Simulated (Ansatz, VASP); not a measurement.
## SnTe in two plane-wave programs

Wanted: the spread between two codes on one cell, functional and k mesh. The structure shown is the end of the Ansatz relaxation below.

Main program and level: Ansatz 0.2.0; plane waves, with VASP 6.6.1 beside it; single point at LDA.

## Step 1: The starting structure

It takes space group I4/mmm (No. 139, tetragonal). The conventional cell has a = 4.586 Å, b = 4.586 Å, c = 6.224 Å, α = 90.00°, β = 90.00°, γ = 90.00°. Sn has 6 Te at 3.11 to 3.24 Å nearest. Te has 6 Sn at 3.11 to 3.24 Å nearest. Farther neighbours and most contacts between anions are not listed.

## Step 2: Ansatz: relaxation, LDA

Ansatz runs on its PAW soft_1 files.

This run makes the geometry at which the two programs are then compared.

The input, input.yaml:

```yaml
crystal:
  lattice:
    - [0.0, 3.2425590372, 3.1137708804]
    - [3.2425590372, 0.0, 3.1137708804]
    - [3.2425590372, 3.2425590372, 0.0]
  atoms:
    - { symbol: Sn, position: [0.0, 0.0, 0.0] }
    - { symbol: Te, position: [0.5, 0.5, 0.5] }
  conventional_axes: [[-1, 1, 1], [1, -1, 1], [1, 1, -1]]
kpoints:
  mp_grid: { grid: [12, 12, 12] }
hamiltonian:
  xc: lda
  pseudopotentials: { kind: paw, azcp: { folder: soft_1 }, xc_functional: pbe }
scf:
  occupations: { method: gaussian, width: 0.01 }
output:
  forces: true
  stress: true
  eigenvalues: true
relax:
  adjacent_minimum: "off"
  f_tol: 0.001
  max_steps: 60
  cell: { stress_tol: 0.01, fix: [a, b, gamma] }
```

Run with:

```sh
$ ansatz run input.yaml --threads 4 --pin off --max-ram 10240MiB --backend cpu --events-out ev --progress --plain --runs-dir out
```

Numbers of over 12 decimals in the logs are rounded to 6 here.

The log of the run:

```text
Engine: ansatz 0.2.0, aarch64-unknown-linux-gnu
Pseudopotentials: kind: paw
Pseudopotential: Sn, paw, valence charge 14, recommended cutoff 420 eV (normal), soft_1/Sn.paw.azcp
Pseudopotential: Te, paw, valence charge 16, recommended cutoff 420 eV (normal), soft_1/Te.paw.azcp
Functional definition: SPW92
  exchange = slater_x
  correlation = pw_c
Crystal: 2 atoms, lattice volume = 65.478 Å³
Basis set: ecut = 420 eV, 1307 PW (Γ)
Bands: 19, of which v1, the nominal top of the filled ones, is band 15 counted from 1 (14 counted from 0)
Symmetry: 16 space group operations
Space group: I4/mmm (ITA 139), of the structure as read, at distance tolerance 4.0e-5 Å
k-points: 163 of 1728
Non-local potential: Sn, projectors of the file, l = 0: 2, l = 1: 2, l = 2: 2, l = 3: 1
Non-local potential: Te, projectors of the file, l = 0: 2, l = 1: 2, l = 2: 2, l = 3: 1
PAW form: soft (Blöchl's): semilocal exchange-correlation on the pseudo side does not see the compensation charge
PAW frozen core: Sn, regenerated for the run's functional, and the local potential with it (the file was generated under x = pbe(κ = 0.804, μ = 0.219515), c = pbe(β = 0.066725))
PAW frozen core: Te, regenerated for the run's functional, and the local potential with it (the file was generated under x = pbe(κ = 0.804, μ = 0.219515), c = pbe(β = 0.066725))
PAW one-centre angular grid: Sn, 590 points (default); XC on 64 Gauss nodes
PAW one-centre angular grid: Te, 590 points (default); XC on 64 Gauss nodes
Initial density: superposition of atomic densities (chi_scale 0.1, normalization cell, long waves kept (reshape's long-wave potential 0.00 eV rms))
Initial wavefunctions: pseudopotential atomic-orbital guess
Functional: x = slater, c = lda
SCF iter   1: F=—  HF=-12707.354429 eV  |F-HF|=—  |Δ(HF+E_count)|=         —  Δρ=1.07e-2  dr2=9.76e-2  ethr=3.10e-3  ⟨swp⟩=7.7  Hψ=18430  notcnv=0
preconditioner: auto → none  [insulator: Δε(μ)=0.022 eV  Ē_g=8.498 eV  σ=0.010 eV  W_gap=0.87  n_scr=14 (ndim 8)  ℏωp=14.5 eV  f_vac=0.000  D(μ)=0.16/eV (n_scr^D=0)  ε∞_Penn≈3.9]
SCF iter   2: F=—  HF=-12707.335988 eV  |F-HF|=—  |Δ(HF+E_count)|=   1.84e-2  Δρ=5.09e-3  dr2=2.31e-2  ethr=3.25e-4  ⟨swp⟩=2.1  Hψ=5221  notcnv=0
SCF iter   3: F=—  HF=-12707.332741 eV  |F-HF|=—  |Δ(HF+E_count)|=   3.25e-3  Δρ=4.13e-4  dr2=6.31e-5  ethr=7.70e-5  ⟨swp⟩=3.2  Hψ=4894  notcnv=0
SCF iter   4: F=—  HF=-12707.332777 eV  |F-HF|=—  |Δ(HF+E_count)|=   3.56e-5  Δρ=1.41e-4  dr2=5.11e-6  ethr=2.10e-7  ⟨swp⟩=2.2  Hψ=5697  notcnv=0
SCF iter   5: F=—  HF=-12707.332778 eV  |F-HF|=—  |Δ(HF+E_count)|=   4.92e-7  Δρ=2.14e-5  dr2=2.35e-7  ethr=1.70e-8  ⟨swp⟩=2.0  Hψ=5542  notcnv=0
SCF iter   6: F=-12707.332777 eV  HF=-12707.332777 eV  |F-HF|=6.83e-9  |Δ(HF+E_count)|=   1.40e-7  Δρ=3.46e-6  dr2=5.27e-9  ethr=3.33e-10  ⟨swp⟩=6.7  Hψ=15870  notcnv=0
SCF 1 converged in 6 iterations: F = -12707.332777 eV  dr2 = 5.27e-9
  greatest PAW one-centre occupation: 0.999 electrons in one spin orbital (limit 2), on the Te atom at site 1 (counted from 0), in its partial waves of l = 2
relax step   1: F+E_penalty+E_count = -12707.33277740 eV  Δ(F+E_penalty+E_count) = +0.000e0 eV  max|allowed force component| = 1.341e-29 eV/Å  Δτ_max = 0.0000 Å  P = -3.077 GPa  Ω = 65.478 Å³  fix = [a, b, gamma]  reactions: a -4.579, b -4.579 GPa  (6 SCF iters, dr2 threshold 1.00e-7 eV, accepted)
[...]
relax step   2: F+E_penalty+E_count = -12707.33279134 eV  Δ(F+E_penalty+E_count) = -1.394e-5 eV  max|allowed force component| = 5.364e-29 eV/Å  Δτ_max = 0.0000 Å  P = -3.045 GPa  Ω = 65.432 Å³  energy of the carried Pulay correction = +6.782e-6 eV  fix = [a, b, gamma]  reactions: a -4.580, b -4.580 GPa  (4 SCF iters, dr2 threshold 1.36e-8 eV, accepted)
[...]
relax step   3: F+E_penalty+E_count = -12707.33279050 eV  Δ(F+E_penalty+E_count) = +8.447e-7 eV  max|allowed force component| = 3.787e-29 eV/Å  Δτ_max = 0.0000 Å  P = -3.053 GPa  Ω = 65.443 Å³  energy of the carried Pulay correction = +5.159e-6 eV  fix = [a, b, gamma]  reactions: a -4.579, b -4.579 GPa  (4 SCF iters, dr2 threshold 1.35e-9 eV, accepted)
[...]
relax step   4: F+E_penalty+E_count = -12707.33278581 eV  Δ(F+E_penalty+E_count) = +4.685e-6 eV  max|allowed force component| = 3.905e-29 eV/Å  Δτ_max = 0.0000 Å  P = -3.053 GPa  Ω = 65.443 Å³  fix = [a, b, gamma]  reactions: a -4.579, b -4.579 GPa  stress off target by 1.39e-4 GPa on what of the cell is left free  SCF on the basis re-selected at this cell (its energy is not comparable with the rows above)  (5 SCF iters)
basis re-selected at this cell: Δ(F+E_penalty+E_count) = +4.685e-6 eV, ΔP = -0.000 GPa vs the last step (what re-selecting the basis moved, of the pressure what is left beyond the Pulay correction that the steps carried, after the strain that the cell walked since its last selection, with what the two solves' SCF thresholds leave and, on support functions, any second-order correction that the steps lacked; it is no m [...]
SCF converged after 5 iterations
Free energy (F): -12707.332786 eV
Harris-Foulkes:  -12707.332786 eV  (|F-HF|=7.28e-12)
Internal energy: -12707.332786 eV  (E = F + TS)
E sigma→0 (E₀):  -12707.332786 eV
Fermi energy:    8.654866 eV
--- Per-component energies (eV) ---
  E_band       = -378.031243
  E_kinetic    = 339.869980
  E_local      = -2765.235962  (includes V_loc(G=0)·N_el)
  E_nonlocal   = 221.034337
  E_hartree    = 1365.585216
  E_xc         = -246.622389
  E_vxc        = -183.047873  (∫ρ·V_xc dr)
  E_paw        = -8742.778665  (= ΣΔE_a)
  E_vpaw       = -721.822487  (= ΣTr[D̂ρ^β])
  E_aug_tail   = 0.000349  (compensation charges beyond the density's cutoff)
  E_ewald      = -2880.289184
  E_core_change = 1.103533  (= ΣΔE_core)
  E_smearing   = -0.000000  (= −TS)
  E_closure    = 0.000000  (closes the sum)
  Σ components = -12707.332786   (vs F -12707.332786, Δ=0.00e0)
--- Forces (eV/Å), atoms counted from 1 ---
  atom   1  Sn     0.00000000     0.00000000    -0.00000000
  atom   2  Te     0.00000000     0.00000000     0.00000000
  max |Σ_I F_I| component: 7.34e-29 eV/Å
--- Stress (GPa, compression-positive) ---
       -4.579455       0.000000       0.000000
        0.000000      -4.579455       0.000000
        0.000000      -0.000000      -0.000139
  P = ⅓ Tr σ = -3.0530 GPa (-30.530 kbar)
--- Band table (eV; the first three rows and the last of 163) ---
  k-point 0: bands = [... 11 lower, 3.6885, 6.4005, 6.8469, 6.8469, 11.5691, 11.5691, 12.5531, 13.5150]
  k-point 1: bands = [... 11 lower, 3.4109, 6.4937, 6.8465, 6.9668, 11.2773, 11.2917, 12.2050, 13.5059]
  k-point 2: bands = [... 11 lower, 2.7649, 6.6237, 6.8509, 7.2978, 10.6532, 10.6954, 11.4827, 13.5455]
  k-point 162: bands = [... 11 lower, 2.0057, 3.3909, 5.1288, 5.1288, 10.9928, 13.2205, 13.2205, 15.0930]
--- Relaxed structure (3 steps of the walk, 3 accepted, 1 SCFs on fresh bases) ---
  F+E_penalty+E_count = -12707.33278581 eV   max|allowed force component| = 3.905e-29 eV/Å   (the final SCF, on the basis selected at the relaxed cell)
  cell:  # Å, volume = 65.4432 Å³
    - [0.0, 3.2425590372, 3.112136]
    - [3.2425590372, 0.0, 3.112136]
    - [3.2425590372, 3.2425590372, 0.0]
  atoms:
    - { symbol: Sn, position: [0, 0, 0] }
    - { symbol: Te, position: [0.500000, 0.500000, 0.5] }
```

In the SCF lines HF is the Harris–Foulkes energy and dr2 the Hartree energy of the density residual, in eV; the loop may stop once dr2 is under the threshold and the program's other checks hold. Hψ counts applications of the Hamiltonian.

## Step 3: VASP: single point, LDA, pair 1

The same cell, functional (in two slightly different forms), mesh and smearing now go to VASP, with its own data sets.

Lines of VASP's logs that name or quote its potential files are left out, and so is its time.

The input, INCAR:

```
SYSTEM = SnTe
PREC = Accurate
ENCUT = 500
EDIFF = 1E-06
NELM = 120
ISMEAR = 0
SIGMA = 0.01
LREAL = .FALSE.
ALGO = Normal
GGA = CA
NBANDS = 16
LORBIT = 11
LWAVE = .FALSE.
LCHARG = .FALSE.
ISIF = 2
LASPH = .TRUE.
GGA_COMPAT = .FALSE.
KPAR = 2
```

The input, POSCAR:

```
SnTe
1.0
    0.0000000000      3.2425590372      3.1121361635
    3.2425590372      0.0000000000      3.1121361635
    3.2425590372      3.2425590372      0.0000000000
Sn Te
1 1
Direct
    0.0000000000      0.0000000000      0.0000000000
    0.5000000000      0.5000000000      0.5000000000
```

The input, KPOINTS:

```
Automatic mesh
0
Gamma
12 12 12
0 0 0
```

The projector-augmented-wave data sets are Sn_d and Te (LDA family, release 64).

Run with:

```sh
$ mpirun -np 2 vasp_std
```

The log of the run:

```text
[banner, memory and clock lines left out]
running    2 mpi-ranks, on    1 nodes
 distrk:  each k-point on    1 cores,    2 groups
 distr:  one band on    1 cores,    1 groups

 POSCAR found type information on POSCAR SnTe
 POSCAR found :  2 types and       2 ions
 LDA part: xc-table for (Slater(with rela. corr.)+CA(PZ))
 , standard interpolation
 POSCAR, INCAR and KPOINTS ok, starting setup
 FFT: planning ... GRIDC
 FFT: planning ... GRID_SOFT
 FFT: planning ... GRID
 WAVECAR not read
 entering main loop
       N       E                     dE             d eps       ncg     rms          rms(c)
DAV:   1     0.121821743106E+03    0.12182E+03   -0.93906E+03  5288   0.137E+03
DAV:   2     0.181235734720E+01   -0.12001E+03   -0.11721E+03  5720   0.347E+02
DAV:   3    -0.853857937205E+01   -0.10351E+02   -0.10323E+02  6584   0.894E+01
DAV:   4    -0.882378887257E+01   -0.28521E+00   -0.28515E+00  6352   0.162E+01
DAV:   5    -0.883672252733E+01   -0.12934E-01   -0.12933E-01  7880   0.318E+00    0.411E+00
DAV:   6    -0.876239163434E+01    0.74331E-01   -0.17335E-01  7272   0.277E+00    0.263E+00
DAV:   7    -0.875776320526E+01    0.46284E-02   -0.46164E-02  6776   0.109E+00    0.845E-01
DAV:   8    -0.875701139783E+01    0.75181E-03   -0.59051E-03  6664   0.629E-01    0.138E-01
DAV:   9    -0.875700348171E+01    0.79161E-05   -0.60605E-04  7616   0.197E-01    0.405E-02
DAV:  10    -0.875699638517E+01    0.70965E-05   -0.42281E-05  6704   0.490E-02    0.298E-02
DAV:  11    -0.875699479499E+01    0.15902E-05   -0.19742E-05  7080   0.305E-02    0.157E-02
DAV:  12    -0.875699494500E+01   -0.15001E-06   -0.16257E-06  5304   0.749E-03
   1 F= -.87569949E+01 E0= -.87569949E+01  d E =-.242120E-10
```

Parts of OUTCAR (step 3):

```text
ion  position               nearest neighbor table
   1  0.000  0.000  0.000-   2 3.11   2 3.11   2 3.24   2 3.24   2 3.24   2 3.24
   2  0.500  0.500  0.500-   1 3.11   1 3.11   1 3.24   1 3.24   1 3.24   1 3.24

  LATTYP: Found a body centered tetragonal cell.
 ALAT       =     4.5856709672
 C/A-ratio  =     1.3573307748

 Subroutine GETGRP returns: Found 16 space group operations
 (whereof 16 operations were pure point group operations)

The static configuration has the point symmetry D_4h.

 Found    163 irreducible k-points:

   k-points           NKPTS =    163   k-points in BZ     NKDIM =    163   number of bands    NBANDS=     16

   dimension x,y,z NGX =    36 NGY =   36 NGZ =   36
   dimension x,y,z NGXF=    72 NGYF=   72 NGZF=   72

   ENCUT  =  500.0 eV  36.75 Ry    6.06 a.u.   8.19  8.19  8.36*2*pi/ulx,y,z

   NELECT =      20.0000    total number of electrons

 k-points in reciprocal lattice and weights: Automatic mesh
   0.00000000  0.00000000  0.00000000       0.001
   0.08333333  0.00000000  0.00000000       0.005
   0.16666667  0.00000000  0.00000000       0.005
   0.25000000  0.00000000  0.00000000       0.005
   0.33333333  0.00000000  0.00000000       0.005
   0.41666667  0.00000000  0.00000000       0.005
   0.50000000  0.00000000  0.00000000       0.002
   0.08333333  0.08333333  0.00000000       0.001
   0.16666667  0.08333333  0.00000000       0.005
[...]
-0.33333333  0.16666667  0.50000000       0.002
  -0.25000000  0.25000000  0.50000000       0.001

 average (electrostatic) potential at core
       1-100.9796       2 -89.1598

 E-fermi :   6.1503

 k-point     1 :       0.0000    0.0000    0.0000
  band No.  band energies     occupation
    ...
      6      -6.3226      2.00000
      7       1.2297      2.00000
      8       3.8804      2.00000
      9       4.3270      2.00000
     10       4.3270      2.00000
     11       9.0517      0.00000
     12       9.0517      0.00000
     13      10.0380      0.00000
     14      10.9479      0.00000
     15      10.9479      0.00000
    ...

 k-point     2 :       0.0833    0.0000    0.0000
  band No.  band energies     occupation
    ...
      6      -6.2678      2.00000
      7       0.9456      2.00000
      8       3.9752      2.00000
      9       4.3266      2.00000
     10       4.4510      2.00000
     11       8.7594      0.00000
     12       8.7712      0.00000
     13       9.6863      0.00000
     14      10.9464      0.00000
     15      11.0979      0.00000
    ...

 k-point     3 :       0.1667    0.0000    0.0000
  band No.  band energies     occupation
    ...
      6      -6.1075      2.00000
      7       0.2890      2.00000
      8       4.1045      2.00000
      9       4.3308      2.00000
     10       4.7907      2.00000
     11       8.1356      0.00000
     12       8.1718      0.00000
     13       8.9621      0.00000
     14      10.9957      0.00000
     15      11.5201      0.00000
    ...

  Total       -1.8697551     -1.8697551      0.0179696      0.0000000     -0.0000000      0.0000000
  in kB      -45.7752728    -45.7752728      0.4399321      0.0000000     -0.0000000      0.0000000
  external PRESSURE =     -30.3702045 kB  Pullay stress =       0.0000000 kB

  energy-cutoff  :      500.00
  volume of cell :       65.44
      direct lattice vectors                 reciprocal lattice vectors
     0.000000000  3.242559037  3.112136164    -0.154199197  0.154199197  0.160661351
     3.242559037  0.000000000  3.112136164     0.154199197 -0.154199197  0.160661351
     3.242559037  3.242559037  0.000000000     0.154199197  0.154199197 -0.160661351

 POSITION                                       TOTAL-FORCE (eV/Angst)
 -----------------------------------------------------------------------------------
      0.00000      0.00000      0.00000        -0.000000      0.000000      0.000000
      3.24256      3.24256      3.11214         0.000000     -0.000000      0.000000
 -----------------------------------------------------------------------------------
    total drift:                               -0.000000      0.000000      0.000000

  FREE ENERGIE OF THE ION-ELECTRON SYSTEM (eV)
  ---------------------------------------------------
  free  energy   TOTEN  =        -8.7569949450 eV

  energy  without entropy=       -8.7569949450  energy(sigma->0) =       -8.75699494

 total charge
# of ion       s       p       d       tot
------------------------------------------
    1        1.380   0.722   9.976  12.078
    2        1.389   1.958   0.027   3.374
--------------------------------------------------
tot          2.769   2.680  10.003  15.452

[... 3 further parts left out ...]
```

The run ends at a pressure of -3.04 GPa.

## Step 4: Comparison

Known differences besides the potentials themselves: the two LDA forms differ slightly; the data sets hold 30 valence electrons in Ansatz (on its PAW soft_1 files) and 20 in VASP; the cutoff is 420 eV in Ansatz and 500 eV in VASP; VASP's log shows a relativistic correction to its local exchange, Ansatz's none; Ansatz's pressure holds a Pulay correction, VASP's none. Total energies have different zeros and are not compared.

Both answers:

| quantity | Ansatz | VASP | difference |
| --- | --- | --- | --- |
| pressure (GPa) | -3.05 | -3.04 | -0.02 |
| gap on the k mesh (eV) | 0.061 | 0.074 | -0.013 |

A gap on the mesh is an upper bound, since the band edges may lie between its points.

## Step 5: Ansatz: relaxation, LDA

This run makes the geometry at which the two programs are then compared. The cell compared in this pair holds 60.02 Å³, against 65.44 Å³ for the pair before.

The structure compared here is the end of the Ansatz relaxation.

input.yaml, the sections that differ from step 2:

```yaml
crystal:
  lattice:
    - [0.0207856349, 3.1074524106, 3.1074524106]
    - [3.1074524106, 0.0207856349, 3.1074524106]
    - [3.1074524106, 3.1074524106, 0.0207856349]
  atoms:
    - { symbol: Sn, position: [0.0, 0.0, 0.0] }
    - { symbol: Te, position: [0.5, 0.5, 0.5] }
  conventional_axes: [[-1, 1, 0], [0, -1, 1], [1, 1, 1]]
# kpoints, hamiltonian, scf, output, relax: as in step 2
```

Run with:

```sh
$ ansatz run input.yaml --threads 4 --pin off --max-ram 10240MiB --backend cpu --events-out ev --progress --plain --runs-dir out
```

The log of the run:

```text
[...]
Crystal: 2 atoms, lattice volume = 59.411 Å³
Basis set: ecut = 420 eV, 1177 PW (Γ)
Bands: 19, of which v1, the nominal top of the filled ones, is band 15 counted from 1 (14 counted from 0)
Symmetry: 12 space group operations
[...]
k-points: 189 of 1728
[...]
k-point 188: bands = [... 11 lower, 1.3261, 8.2173, 8.2173, 10.0418, 10.2784, 10.3921, 10.3921, 17.7592]
--- Relaxed structure (3 steps of the walk, 3 accepted, 1 SCFs on fresh bases) ---
[...]
cell:  # Å, volume = 60.0233 Å³
    - [0.042221, 3.128888, 3.128888]
    - [3.128888, 0.042221, 3.128888]
    - [3.128888, 3.128888, 0.042221]
  atoms:
    - { symbol: Sn, position: [0, 0, 0] }
    - { symbol: Te, position: [0.5, 0.5, 0.5] }
[key lines of the parts left out:]
SCF converged after 9 iterations
Free energy (F): -12707.407607 eV
Fermi energy:    10.076938 eV
P = ⅓ Tr σ = 0.5038 GPa (5.038 kbar)
```

## Step 6: VASP: single point, LDA, pair 2

The same cell, functional (in two slightly different forms), mesh and smearing now go to VASP, with its own data sets.

INCAR is that of step 3.

The input, POSCAR:

```
SnTe
1.0
    0.0422208087      3.1288875844      3.1288875844
    3.1288875844      0.0422208087      3.1288875844
    3.1288875844      3.1288875844      0.0422208087
Sn Te
1 1
Direct
    0.0000000000      0.0000000000      0.0000000000
    0.5000000000      0.5000000000      0.5000000000
```

KPOINTS is that of step 3.

Run with:

```sh
$ mpirun -np 2 vasp_std
```

The log of the run:

```text
[... set-up lines as in an earlier step ...]
 entering main loop
       N       E                     dE             d eps       ncg     rms          rms(c)
DAV:   1     0.123375167231E+03    0.12338E+03   -0.94513E+03  6088   0.142E+03
DAV:   2     0.164329416015E+01   -0.12173E+03   -0.11909E+03  6656   0.354E+02
DAV:   3    -0.859545945256E+01   -0.10239E+02   -0.10190E+02  7688   0.885E+01
DAV:   4    -0.887257489396E+01   -0.27712E+00   -0.27707E+00  7216   0.159E+01
[...]
DAV:  10    -0.882942590432E+01    0.20162E-04   -0.65602E-05  8088   0.742E-02    0.245E-02
DAV:  11    -0.882942599643E+01   -0.92109E-07   -0.22538E-05  7984   0.393E-02    0.152E-02
DAV:  12    -0.882942558200E+01    0.41443E-06   -0.21980E-06  6584   0.128E-02
   1 F= -.88294256E+01 E0= -.88294256E+01  d E =-.113932E-11
```

From OUTCAR (step 6):

```text
  Total        0.2063993      0.2063993      0.2063993     -0.0945303     -0.0945303     -0.0945303
  in kB        5.5093320      5.5093320      5.5093320     -2.5232603     -2.5232603     -2.5232603
  external PRESSURE =       5.5093320 kB  Pullay stress =       0.0000000 kB

 POSITION                                       TOTAL-FORCE (eV/Angst)
 -----------------------------------------------------------------------------------
      0.00000      0.00000      0.00000        -0.000000      0.000000     -0.000000
      3.15000      3.15000      3.15000         0.000000     -0.000000      0.000000
 -----------------------------------------------------------------------------------
    total drift:                                0.000000     -0.000000     -0.000000

  FREE ENERGIE OF THE ION-ELECTRON SYSTEM (eV)
  ---------------------------------------------------
  free  energy   TOTEN  =        -8.8294255820 eV

  energy  without entropy=       -8.8294255820  energy(sigma->0) =       -8.82942558

[... 3 further parts left out ...]
[key lines of the parts left out:]
E-fermi :   7.3489
```

The run ends at a pressure of 0.55 GPa.

(Continued in part 2 of 2.)

[Lines on the potential files, build, host, timing and source positions are cut from VASP's logs without a mark.]

[Logs are printed without paths, hosts, clocks, repeated set-up lines and the standing remarks that a program may print on its own settings, such as how far it seeks lower states.]

[Hosts, paths, dates, database ids (printed as entryN), source tags and the programs' standing remarks are cut or masked in the printed files.]
